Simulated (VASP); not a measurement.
Output of a VASP run:

**OSZICAR**
```
...
RMM:   5    -0.549234361991E+03    0.63412E-04   -0.11450E-03   317   0.780E-02    0.148E-01
RMM:   6    -0.549234725029E+03   -0.36304E-03   -0.38444E-04   316   0.458E-02    0.344E-01
RMM:   7    -0.549234316364E+03    0.40867E-03   -0.17326E-04   305   0.307E-02    0.831E-02
RMM:   8    -0.549234345344E+03   -0.28980E-04   -0.40057E-05   228   0.174E-02    0.358E-02
RMM:   9    -0.549234346497E+03   -0.11538E-05   -0.17181E-05   198   0.849E-03
  10 F= -.54923435E+03 E0= -.54919627E+03  d E =-.346726E-02
       N       E                     dE             d eps       ncg     rms          rms(c)
DAV:   1    -0.549234630376E+03   -0.28503E-03   -0.53409E-02   344   0.660E-01    0.125E-01
RMM:   2    -0.549238469552E+03   -0.38392E-02   -0.21276E-03   316   0.106E-01    0.106E+00
RMM:   3    -0.549234112090E+03    0.43575E-02   -0.77054E-04   316   0.730E-02    0.752E-02
RMM:   4    -0.549234693105E+03   -0.58102E-03   -0.16909E-04   305   0.396E-02    0.150E-01
RMM:   5    -0.549234631227E+03    0.61879E-04   -0.43562E-05   237   0.165E-02    0.285E-02
RMM:   6    -0.549234645558E+03   -0.14331E-04   -0.13399E-05   194   0.958E-03    0.491E-02
RMM:   7    -0.549234637891E+03    0.76661E-05   -0.36887E-06   184   0.454E-03
  11 F= -.54923464E+03 E0= -.54919665E+03  d E =-.375866E-02
       N       E                     dE             d eps       ncg     rms          rms(c)
DAV:   1    -0.549236276421E+03   -0.16309E-02   -0.33645E-01   328   0.164E+00    0.337E-01
RMM:   2    -0.549263037927E+03   -0.26762E-01   -0.14115E-02   316   0.265E-01    0.269E+00
RMM:   3    -0.549232800368E+03    0.30238E-01   -0.50692E-03   316   0.185E-01    0.203E-01
RMM:   4    -0.549236762782E+03   -0.39624E-02   -0.12056E-03   317   0.101E-01    0.452E-01
RMM:   5    -0.549236149948E+03    0.61283E-03   -0.35549E-04   317   0.468E-02    0.794E-02
RMM:   6    -0.549236311979E+03   -0.16203E-03   -0.10739E-04   294   0.263E-02    0.168E-01
RMM:   7    -0.549236216589E+03    0.95390E-04   -0.31411E-05   220   0.136E-02    0.340E-02
RMM:   8    -0.549236226080E+03   -0.94916E-05   -0.10724E-05   195   0.849E-03
  12 F= -.54923623E+03 E0= -.54919787E+03  d E =-.158819E-02
       N       E                     dE             d eps       ncg     rms          rms(c)
DAV:   1    -0.549236254555E+03   -0.37966E-04   -0.66989E-03   368   0.231E-01    0.527E-02
RMM:   2    -0.549236973762E+03   -0.71921E-03   -0.33258E-04   316   0.397E-02    0.477E-01
RMM:   3    -0.549236142606E+03    0.83116E-03   -0.13459E-04   296   0.305E-02    0.310E-02
RMM:   4    -0.549236252374E+03   -0.10977E-03   -0.29692E-05   213   0.169E-02    0.350E-02
RMM:   5    -0.549236253435E+03   -0.10610E-05   -0.54030E-06   186   0.564E-03
  13 F= -.54923625E+03 E0= -.54919787E+03  d E =-.161554E-02
       N       E                     dE             d eps       ncg     rms          rms(c)
DAV:   1    -0.549236825605E+03   -0.57323E-03   -0.15816E-01   328   0.114E+00    0.124E-01
RMM:   2    -0.549238276198E+03   -0.14506E-02   -0.26234E-03   316   0.139E-01    0.650E-01
RMM:   3    -0.549236758094E+03    0.15181E-02   -0.51842E-04   316   0.614E-02    0.772E-02
RMM:   4    -0.549236967312E+03   -0.20922E-03   -0.14147E-04   311   0.334E-02    0.113E-01
RMM:   5    -0.549236933346E+03    0.33966E-04   -0.37751E-05   221   0.139E-02    0.479E-02
RMM:   6    -0.549236931681E+03    0.16656E-05   -0.18444E-05   198   0.108E-02
  14 F= -.54923693E+03 E0= -.54919841E+03  d E =-.678246E-03
```

### OUTCAR
```
------------------------ aborting loop because EDIFF is reached ----------------------------------------
  FORCE on cell =-STRESS in cart. coord.  units (eV):
  Direction    XX          YY          ZZ          XY          YZ          ZX
  --------------------------------------------------------------------------------------
  Total      -20.8317315    -20.3948762    -20.9863252      0.0021069     -0.0468781      0.0032607
  in kB      -87.6238545    -85.7863236    -88.2741170      0.0088620     -0.1971818      0.0137154
  external PRESSURE =     -87.2280984 kB  Pullay stress =       0.0000000 kB
  volume of cell :      380.90
      direct lattice vectors                 reciprocal lattice vectors
     7.248884826  0.000000000  0.000000000     0.137952254  0.000000000  0.000000000
     0.000000000  7.248884826  0.000000000     0.000000000  0.137952254  0.000000000
     0.000000000  0.000000000  7.248884826     0.000000000  0.000000000  0.137952254
  FREE ENERGIE OF THE ION-ELECTRON SYSTEM (eV)
  ---------------------------------------------------
  free  energy   TOTEN  =      -549.2369316809 eV

  energy  without entropy=     -549.1598980908  energy(sigma->0) =     -549.19841489

 reached required accuracy - stopping structural energy minimisation
```
(Selected blocks of OUTCAR.)

**POSCAR**
```
B31N32
1
    7.2488848260     0.0000000000     0.0000000000
    0.0000000000     7.2488848260     0.0000000000
   -0.0000000000    -0.0000000000     7.2488848260
B N
31 32
Direct
  0.5000000000   0.0000000000   0.0000000000
  0.7500000000   0.2500000000   0.0000000000
  0.7500000000   0.0000000000   0.2500000000
  0.0000000000   0.0000000000   0.0000000000
  0.2500000000   0.2500000000   0.0000000000
  0.5000000000   0.5000000000   0.0000000000
  0.7500000000   0.7500000000   0.0000000000
  0.2500000000   0.0000000000   0.2500000000
  0.5027990000   0.2568010000   0.2518910000
  0.7431490000   0.4940840000   0.2509450000
  0.5000000000   0.0000000000   0.5000000000
  0.7441190000   0.2469870000   0.4942700000
  0.7500000000   0.0000000000   0.7500000000
  0.0000000000   0.5000000000   0.0000000000
  0.2500000000   0.7500000000   0.0000000000
  0.0000000000   0.2500000000   0.2500000000
  0.2494390000   0.5006050000   0.2510590000
  0.5020570000   0.7566080000   0.2529940000
  0.0000000000   0.0000000000   0.5000000000
  0.2433970000   0.2446250000   0.4964780000
  0.7539510000   0.7458770000   0.4992010000
  0.2500000000   0.0000000000   0.7500000000
  0.4990230000   0.2521100000   0.7493740000
  0.7498040000   0.4956120000   0.7454940000
  0.0000000000   0.7500000000   0.2500000000
  0.0000000000   0.5000000000   0.5000000000
  0.2433220000   0.7557970000   0.4964760000
  0.0000000000   0.2500000000   0.7500000000
  0.2499470000   0.4936110000   0.7434810000
  0.5057240000   0.7504860000   0.7502920000
  0.0000000000   0.7500000000   0.7500000000
  0.6250000000   0.1250000000   0.1250000000
  0.8750000000   0.3750000000   0.1250000000
  0.8750000000   0.1250000000   0.3750000000
  0.1250000000   0.1250000000   0.1250000000
  0.3787780000   0.3756750000   0.1202730000
  0.6279950000   0.6183040000   0.1251820000
  0.8750000000   0.8750000000   0.1250000000
  0.3797080000   0.1264600000   0.3743830000
  0.6183380000   0.3700150000   0.3770100000
  0.8773430000   0.6298060000   0.3716110000
  0.6318420000   0.1194690000   0.6291040000
  0.8806610000   0.3780770000   0.6289370000
  0.8750000000   0.1250000000   0.8750000000
  0.1250000000   0.6250000000   0.1250000000
  0.3750000000   0.8750000000   0.1250000000
  0.1259300000   0.3751480000   0.3750930000
  0.3685730000   0.6208280000   0.3717210000
  0.6276320000   0.8746890000   0.3769150000
  0.1250000000   0.1250000000   0.6250000000
  0.3799040000   0.3682310000   0.6198080000
  0.6221070000   0.6255510000   0.6196640000
  0.8750000000   0.8750000000   0.6250000000
  0.3750000000   0.1250000000   0.8750000000
  0.6305630000   0.3752700000   0.8810440000
  0.8750000000   0.6250000000   0.8750000000
  0.1250000000   0.8750000000   0.3750000000
  0.1243460000   0.6199750000   0.6187610000
  0.3711040000   0.8732700000   0.6240880000
  0.1250000000   0.3750000000   0.8750000000
  0.3687540000   0.6221390000   0.8687360000
  0.6250000000   0.8750000000   0.8750000000
  0.1250000000   0.8750000000   0.8750000000
```

Reconstruct the remaining input files.

This is not unique; one that fits is the input of the run itself, PBE GGA, plane waves, VASP's PBE PAW potentials (set 64).

KPOINTS:
```
kpoints
0
Gamma
 1 1 1
```

**INCAR**
```
! general
SYSTEM = B31N32
PREC   = Normal
ENCUT  = 400
LREAL  = Auto   ! projection in real space or not
LASPH  = T
ISYM   = 0
NELECT = 252.0

! electronic loop
EDIFF  = 1E-5   ! SCF stop (eV)
NELM   = 100   ! most electronic steps
NELMIN = 4
ALGO   = Fast

! smearing
ISMEAR = 0
SIGMA  = 0.05   ! width (eV)

! functional
GGA    = PE

! ions
IBRION = 2   ! conjugate gradients
NSW    = 60
ISIF   = 2
EDIFFG = -0.03   ! ionic stop

! output
LWAVE  = T
LCHARG = F
```

POTCAR, in this order: B N (PBE.64 set). Program: vasp_gam.

At this cut-off the stress carries a Pulay error, which pulls relaxed volumes low. The cell is charged, with a uniform compensating background. The supercell is sampled at Γ alone, which is coarse: total energies, pressure and levels can be off, energies of defects by several tenths of an eV.

The cell is a supercell with a defect, built from BN (zinc blende): vac_B, charge +1. The run is not spin-polarised, so no state with unpaired spins was tried.
